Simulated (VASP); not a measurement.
Data:

```yaml
crystal:
  lattice:
    - [0.00000, 3.00135, 3.00135]
    - [3.00135, 0.00000, 3.00135]
    - [3.00135, 3.00135, 0.00000]
  atoms:
    - { symbol: Pb, position: [0.00000, 0.00000, 0.00000] }
    - { symbol: S, position: [0.50000, 0.50000, 0.50000] }
```

Computed with PW91 GGA, VASP's PBE PAW potentials (set 64) (plane waves; VASP). Numerical set-up: 520 eV cut-off, Gaussian smearing of 0.050 eV, potentials Pb_d S.

Unless said otherwise, spin-orbit coupling is left out, though it shifts the bands of the heavy elements here.

Give the energies of bands 7 to 13 at the high-symmetry points, in eV from the valence-band maximum.

```csv
band,Γ,X,U,L,W
7,-6.06,-7.12,-7.81,-8.61,-7.79
8,-1.98,-4.88,-4.47,-1.61,-4.13
9,-1.98,-3.19,-2.71,-1.61,-4.13
10,-1.98,-3.19,-2.32,0.00,-0.93
11,5.11,4.05,3.34,0.46,2.22
12,5.11,5.46,4.09,2.05,4.66
13,5.11,5.55,4.99,2.05,4.66
```

The gap is direct, 0.46 eV, from the valence maximum at L to the conduction minimum at L.

Measured: gap 0.37 eV (computed value off by +0.09 eV), as given by Wikipedia, List of semiconductor materials.

The compound is PbS in the rock salt structure. It was relaxed first.
